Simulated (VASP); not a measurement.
# Lattice vibrations of K2CdSe2O6, part 2 of 4

Aim: the phonon dispersion and thermal properties of K2CdSe2O6. The start is a cell from a database of measured crystal structures.

VASP 6.6.1; PBEsol; plane waves and PAW (Cd, Se, K_pv, O).

So far. Step 2 (Relax the host): The run ended after 6 ionic steps, 0.092 eV below its first step, once forces and stress met EDIFFG = -0.03. The relaxed cell has a = 5.718, c = 18.990 Å (conventional setting).

### Step 3. Tight relaxation

Force constants are second derivatives, so residual forces and stress must first be far smaller than in an ordinary relaxation. Mesh and cutoff differ from the relaxation before, which can move the cell too.

INCAR reads:

```
SYSTEM = K2CdSe2O6
PREC = Accurate
ENCUT = 480
EDIFF = 1E-08
NELM = 120
ISMEAR = 0
SIGMA = 0.05
LREAL = .FALSE.
ALGO = Fast
GGA = PS
NBANDS = 48
LORBIT = 11
LWAVE = .FALSE.
LCHARG = .FALSE.
KPAR = 4
LASPH = .TRUE.
IBRION = 1
NSW = 30
ISIF = 3
EDIFFG = -0.002
POTIM = 0.4
```

POSCAR reads:

```
K2CdSe2O6
1.0
    2.8590326979      1.6506632978      6.3300281272
   -2.8590326979      1.6506632978      6.3300281272
    0.0000000000     -3.3013265955      6.3300281272
Cd Se K O
1 2 2 6
Direct
    0.0000000000      0.0000000000      0.0000000000
    0.3751524470      0.3751524470      0.3751524470
    0.6248475530      0.6248475530      0.6248475530
    0.1961802725      0.1961802725      0.1961802725
    0.8038197275      0.8038197275      0.8038197275
    0.2566239736      0.2566239736      0.7273155794
    0.7273155794      0.2566239736      0.2566239736
    0.2566239736      0.7273155794      0.2566239736
    0.2726844206      0.7433760264      0.7433760264
    0.7433760264      0.7433760264      0.2726844206
    0.7433760264      0.2726844206      0.7433760264
```

KPOINTS reads:

```
Automatic mesh
0
Gamma
6 6 6
0 0 0
```

The projector-augmented-wave data sets are Cd, Se, K_pv and O (PBE family, release 64).

Run with:

```sh
mpirun -np 4 vasp_std
```

The log of the run:

```text
[banner, memory and clock lines left out]
running    4 mpi-ranks, on    1 nodes
 distrk:  each k-point on    1 cores,    4 groups
 distr:  one band on    1 cores,    1 groups

 POSCAR found type information on POSCAR CdSeK O
 POSCAR found :  4 types and      11 ions
 [... a notice as in an earlier step ...]

 LDA part: xc-table for (Slater+PW92), standard interpolation
 POSCAR, INCAR and KPOINTS ok, starting setup
 FFT: planning ... GRIDC
 FFT: planning ... GRID_SOFT
 FFT: planning ... GRID
 WAVECAR not read
 entering main loop
       N       E                     dE             d eps       ncg     rms          rms(c)
DAV:   1     0.608401758641E+03    0.60840E+03   -0.34146E+04  3072   0.137E+03
DAV:   2    -0.925831434251E+01   -0.61766E+03   -0.59418E+03  3856   0.360E+02
DAV:   3    -0.661231480753E+02   -0.56865E+02   -0.56508E+02  3768   0.114E+02
DAV:   4    -0.669944627899E+02   -0.87131E+00   -0.86848E+00  3752   0.147E+01
DAV:   5    -0.670038318518E+02   -0.93691E-02   -0.93677E-02  3608   0.150E+00    0.258E+01
RMM:   6    -0.569136999281E+02    0.10090E+02   -0.40512E+01  3072   0.217E+01    0.143E+01
RMM:   7    -0.567972473549E+02    0.11645E+00   -0.29193E+00  3072   0.652E+00    0.678E+00
RMM:   8    -0.566881091765E+02    0.10914E+00   -0.63026E-01  3072   0.364E+00    0.282E+00
RMM:   9    -0.566870006398E+02    0.11085E-02   -0.98331E-02  3080   0.153E+00    0.504E-01
RMM:  10    -0.566872187049E+02   -0.21807E-03   -0.70964E-02  3078   0.880E-01    0.463E-01
RMM:  11    -0.566862014026E+02    0.10173E-02   -0.78356E-03  3074   0.361E-01    0.107E-01
RMM:  12    -0.566863817409E+02   -0.18034E-03   -0.30510E-03  3072   0.206E-01    0.535E-02
RMM:  13    -0.566863502100E+02    0.31531E-04   -0.65321E-04  3188   0.781E-02    0.187E-02
RMM:  14    -0.566863590905E+02   -0.88806E-05   -0.11126E-04  3235   0.340E-02    0.118E-02
RMM:  15    -0.566863608736E+02   -0.17831E-05   -0.13340E-05  3289   0.117E-02    0.551E-03
RMM:  16    -0.566863610597E+02   -0.18602E-06   -0.21687E-06  3250   0.476E-03    0.204E-03
RMM:  17    -0.566863610543E+02    0.53878E-08   -0.37488E-07  3037   0.248E-03    0.158E-03
RMM:  18    -0.566863610612E+02   -0.69531E-08   -0.10373E-07  2553   0.114E-03    0.450E-04
RMM:  19    -0.566863610677E+02   -0.64756E-08   -0.18647E-08  2040   0.440E-04
   1 F= -.56686361E+02 E0= -.56686361E+02  d E =-.566864E+02
 BRION: g(F)=  0.145E-03 g(S)=  0.579E-03
 bond charge predicted
       N       E                     dE             d eps       ncg     rms          rms(c)
DAV:   1    -0.566893992602E+02   -0.30382E-02   -0.79204E-02  3416   0.170E+00    0.357E-01
RMM:   2    -0.566871148787E+02    0.22844E-02   -0.70090E-03  3072   0.431E-01    0.131E-01
RMM:   3    -0.566869205373E+02    0.19434E-03   -0.10488E-03  3072   0.147E-01    0.576E-02
RMM:   4    -0.566868737071E+02    0.46830E-04   -0.16732E-04  3073   0.583E-02    0.373E-02
RMM:   5    -0.566868744212E+02   -0.71407E-06   -0.27703E-05  3127   0.227E-02    0.220E-02
RMM:   6    -0.566868748610E+02   -0.43980E-06   -0.13315E-05  3072   0.146E-02    0.107E-02
RMM:   7    -0.566868747291E+02    0.13186E-06   -0.20529E-06  3072   0.782E-03    0.301E-03
RMM:   8    -0.566868747685E+02   -0.39379E-07   -0.59125E-07  3072   0.312E-03    0.177E-03
RMM:   9    -0.566868748104E+02   -0.41941E-07   -0.10851E-07  2637   0.127E-03    0.440E-04
RMM:  10    -0.566868748167E+02   -0.63019E-08   -0.20982E-08  2088   0.551E-04
   2 F= -.56686875E+02 E0= -.56686875E+02  d E =-.513749E-03
[... from here on, the cycles between the ionic steps are left out ...]
   3 F= -.56687019E+02 E0= -.56687019E+02  d E =-.143935E-03
   4 F= -.56687088E+02 E0= -.56687088E+02  d E =-.692505E-04
   5 F= -.56687170E+02 E0= -.56687170E+02  d E =-.817083E-04
   6 F= -.56687351E+02 E0= -.56687351E+02  d E =-.181725E-03
   7 F= -.56687343E+02 E0= -.56687343E+02  d E =0.817237E-05
   8 F= -.56687538E+02 E0= -.56687538E+02  d E =-.194712E-03
   9 F= -.56687575E+02 E0= -.56687575E+02  d E =-.373534E-04
  10 F= -.56687586E+02 E0= -.56687586E+02  d E =-.109394E-04
  11 F= -.56687591E+02 E0= -.56687591E+02  d E =-.507942E-05
  12 F= -.56687624E+02 E0= -.56687624E+02  d E =-.330667E-04
  13 F= -.56687614E+02 E0= -.56687614E+02  d E =0.104385E-04
  14 F= -.56687615E+02 E0= -.56687615E+02  d E =-.901794E-06
  15 F= -.56687620E+02 E0= -.56687620E+02  d E =-.544055E-05
  16 F= -.56687622E+02 E0= -.56687622E+02  d E =-.215492E-05
  17 F= -.56687623E+02 E0= -.56687623E+02  d E =-.291157E-06
  18 F= -.56687624E+02 E0= -.56687624E+02  d E =-.147995E-05
 BRION: g(F)=  0.834E-06 g(S)=  0.380E-08 retain N=  1 mean eig= 7.28
 eig:   7.285
 bond charge predicted
       N       E                     dE             d eps       ncg     rms          rms(c)
DAV:   1    -0.566876256131E+02   -0.13691E-05   -0.21027E-03  3072   0.222E-01    0.128E-02
RMM:   2    -0.566876274675E+02   -0.18544E-05   -0.43256E-05  3072   0.310E-02    0.577E-03
RMM:   3    -0.566876274585E+02    0.90386E-08   -0.35993E-06  3072   0.947E-03    0.340E-03
RMM:   4    -0.566876273796E+02    0.78895E-07   -0.62204E-07  3072   0.393E-03    0.112E-03
RMM:   5    -0.566876274326E+02   -0.53008E-07   -0.15047E-07  3003   0.175E-03    0.502E-04
RMM:   6    -0.566876274544E+02   -0.21832E-07   -0.19804E-08  2058   0.661E-04    0.270E-04
RMM:   7    -0.566876274713E+02   -0.16921E-07   -0.61132E-09  1887   0.361E-04    0.764E-05
RMM:   8    -0.566876274721E+02   -0.80126E-09   -0.10348E-09  1302   0.150E-04
  19 F= -.56687627E+02 E0= -.56687627E+02  d E =-.322817E-05
 BRION: g(F)=  0.395E-06 g(S)=  0.799E-07 retain N=  1 mean eig= 2.99
 eig:   2.991
 reached required accuracy - stopping structural energy minimisation
```

Elapsed: 12 min, on 4 MPI ranks of Intel Xeon 6975P-C (Granite Rapids), shared host; peak memory 2.3 GiB; 45 min of CPU time.

Parts of OUTCAR (step 3):

```text
  LATTYP: Found a trigonal (rhomboedric) cell.
 ALAT       =     7.1391885660
 COS(alpha) =     0.6792471425

The static configuration has the point symmetry D_3d.

 Found     32 irreducible k-points:

   k-points           NKPTS =     32   k-points in BZ     NKDIM =     32   number of bands    NBANDS=     48

   dimension x,y,z NGX =    54 NGY =   54 NGZ =   54
   dimension x,y,z NGXF=   108 NGYF=  108 NGZF=  108

   ENCUT  =  480.0 eV  35.28 Ry    5.94 a.u.  12.75 12.75 12.75*2*pi/ulx,y,z

   NELECT =      74.0000    total number of electrons

 E-fermi :  -0.1935

 k-point     1 :       0.0000    0.0000    0.0000
  band No.  band energies     occupation
    ...
     33      -0.8116      2.00000
     34      -0.7953      2.00000
     35      -0.6321      2.00000
     36      -0.6321      2.00000
     37      -0.6243      2.00000
     38       3.3897      0.00000
     39       4.0561      0.00000
     40       4.0561      0.00000
     41       4.6557      0.00000
     42       5.3531      0.00000
    ...

 k-point     2 :       0.1667   -0.0000   -0.0000
  band No.  band energies     occupation
    ...
     33      -1.0104      2.00000
     34      -0.8729      2.00000
     35      -0.7554      2.00000
     36      -0.6280      2.00000
     37      -0.6087      2.00000
     38       3.6652      0.00000
     39       4.0629      0.00000
     40       4.0984      0.00000
     41       4.9767      0.00000
     42       5.4599      0.00000
    ...

  Total       -0.0001351     -0.0001351     -0.0047688      0.0000000     -0.0000000      0.0000000
  in kB       -0.0012127     -0.0012127     -0.0428116      0.0000000     -0.0000000      0.0000000
  external PRESSURE =      -0.0150790 kB  Pullay stress =       0.0000000 kB

  energy-cutoff  :      480.00
  volume of cell :      178.47
      direct lattice vectors                 reciprocal lattice vectors
     2.852427863  1.646849994  6.331903625     0.175289271  0.101203308  0.052643463
    -2.852427863  1.646849994  6.331903625    -0.175289271  0.101203308  0.052643463
    -0.000000000 -3.293699989  6.331903625     0.000000000 -0.202406615  0.052643463

 POSITION                                       TOTAL-FORCE (eV/Angst)
 -----------------------------------------------------------------------------------
      0.00000     -0.00000     -0.00000         0.000000     -0.000000     -0.000000
     -0.00000      0.00000      7.13174        -0.000000      0.000000      0.001238
     -0.00000      0.00000     11.86397         0.000000     -0.000000     -0.001238
     -0.00000      0.00000      3.73998        -0.000000      0.000000      0.001614
     -0.00000      0.00000     15.25573         0.000000     -0.000000     -0.001614
     -0.00000     -1.55366      7.86055         0.000000      0.000232      0.000523
      1.34551      0.77683      7.86055        -0.000201     -0.000116      0.000523
     -1.34551      0.77683      7.86055         0.000201     -0.000116      0.000523
     -1.34551     -0.77683     11.13516         0.000201      0.000116     -0.000523
     -0.00000      1.55366     11.13516        -0.000000     -0.000232     -0.000523
      1.34551     -0.77683     11.13516        -0.000201      0.000116     -0.000523
 -----------------------------------------------------------------------------------
    total drift:                               -0.000000     -0.000000      0.000000

  FREE ENERGIE OF THE ION-ELECTRON SYSTEM (eV)
  ---------------------------------------------------
  free  energy   TOTEN  =       -56.6876274721 eV

  energy  without entropy=      -56.6876274721  energy(sigma->0) =      -56.68762747

 total charge
# of ion       s       p       d       tot
------------------------------------------
    1        0.308   0.254   9.658  10.220
    2        1.467   2.075   0.397   3.940
    3        1.467   2.075   0.397   3.940
    4        0.061   6.081   0.070   6.212
    5        0.061   6.081   0.070   6.212
    6        1.583   3.412   0.000   4.995
    7        1.583   3.412   0.000   4.995
    8        1.583   3.412   0.000   4.995
    9        1.583   3.412   0.000   4.995
   10        1.583   3.412   0.000   4.995
   11        1.583   3.412   0.000   4.995
--------------------------------------------------
tot         12.864  37.040  10.592  60.495

[... 2 parts as in an earlier step ...]

[... 7 further parts left out ...]
```

CONTCAR:

```
K2CdSe2O6
   1.00000000000000
     2.8524278628136139    1.6468499944847685    6.3319036252509759
    -2.8524278628136139    1.6468499944847685    6.3319036252509759
    -0.0000000000000000   -3.2936999888697440    6.3319036252509617
  Cd              Se              K               O
     1     2     2     6
Direct
    -0.0000000000000000   -0.0000000000000000   -0.0000000000000000
     0.3754393426600023    0.3754393426600023    0.3754393426600023
     0.6245606573399983    0.6245606573399983    0.6245606573399983
     0.1968853601736812    0.1968853601736812    0.1968853601736812
     0.8031146398263184    0.8031146398263184    0.8031146398263184
     0.2565715029219920    0.2565715029219920    0.7282770413807140
     0.7282770413807140    0.2565715029219920    0.2565715029219920
     0.2565715029219920    0.7282770413807140    0.2565715029219920
     0.2717229586192846    0.7434284970780072    0.7434284970780072
     0.7434284970780072    0.7434284970780072    0.2717229586192846
     0.7434284970780072    0.2717229586192846    0.7434284970780072
```

Step by step:

```tsv
step	energy less that of the first step (eV)	largest force (eV/Å)	pressure (GPa)	volume (Å³)
1	0.0000	0.0250	-0.19	179.24
2	-0.0005	0.0255	-0.04	178.84
3	-0.0007	0.0398	-0.09	178.75
4	-0.0007	0.0219	-0.01	178.68
5	-0.0008	0.0207	-0.01	178.64
6	-0.0010	0.0169	0.02	178.56
7	-0.0010	0.0216	-0.03	178.61
8	-0.0012	0.0103	0.01	178.52
9	-0.0012	0.0080	0.00	178.52
10	-0.0012	0.0071	-0.01	178.52
11	-0.0012	0.0067	0.01	178.51
12	-0.0013	0.0049	-0.01	178.49
13	-0.0013	0.0042	0.00	178.49
14	-0.0013	0.0041	0.00	178.49
15	-0.0013	0.0031	0.00	178.47
16	-0.0013	0.0027	0.00	178.47
17	-0.0013	0.0027	0.00	178.47
18	-0.0013	0.0024	0.00	178.47
19	-0.0013	0.0016	0.00	178.47
```

```tsv
conventional cell, symmetrised	before	after	change
a (Å)	5.718	5.705	-0.2 %
b (Å)	5.718	5.705	-0.2 %
c (Å)	18.990	18.996	+0.0 %
volume (Å³/atom)	16.29	16.22	-0.4 %
```

The atoms that moved most (Å, as changes of fractional coordinates times the final cell):

```tsv
atom	dx	dy	dz	length
K4	0.000	0.000	0.013	0.013
K5	0.000	0.000	-0.013	0.013
O6	0.000	-0.003	0.005	0.006
O10	0.000	0.003	-0.005	0.006
O8	-0.003	0.002	0.005	0.006
O7	0.003	0.002	0.005	0.006
O9	-0.003	-0.002	-0.005	0.006
O11	0.003	-0.002	-0.005	0.006
```

Final coordinates:

```xyz
11
Lattice="2.8524 1.6468 6.3319 -2.8524 1.6468 6.3319 0.0000 -3.2937 6.3319" Properties=species:S:1:pos:R:3 pbc="T T T"
Cd    0.0000    0.0000    0.0000
Se    0.0000    0.0000    7.1317
Se    0.0000    0.0000   11.8640
K     0.0000    0.0000    3.7400
K     0.0000    0.0000   15.2557
O     0.0000   -1.5537    7.8606
O     1.3455    0.7768    7.8606
O    -1.3455    0.7768    7.8606
O    -1.3455   -0.7768   11.1352
O     0.0000    1.5537   11.1352
O     1.3455   -0.7768   11.1352
```

Numbers from this step:

```
electronic cycles              : 157
free energy (TOTEN)            : -56.6876 eV
Fermi energy                   : -0.1935 eV
pressure                       : -0.001508 GPa
gap on the k-mesh              : 3.797 eV
least direct gap on the k-mesh : 4.014 eV
```

The run ended after 19 ionic steps, 0.001 eV below its first step, once forces and stress met EDIFFG = -0.002.

(Continued in part 3 of 4.)

[Lines on the potential files, build, host, timing and source positions are cut from VASP's logs without a mark.]

[Logs are printed without paths, hosts, clocks, repeated set-up lines and the standing remarks that a program may print on its own settings, such as how far it seeks lower states.]

[Hosts, paths, dates, database ids (printed as entryN), source tags and the programs' standing remarks are cut or masked in the printed files.]

[Runs that stopped without an error message from VASP are left out.]
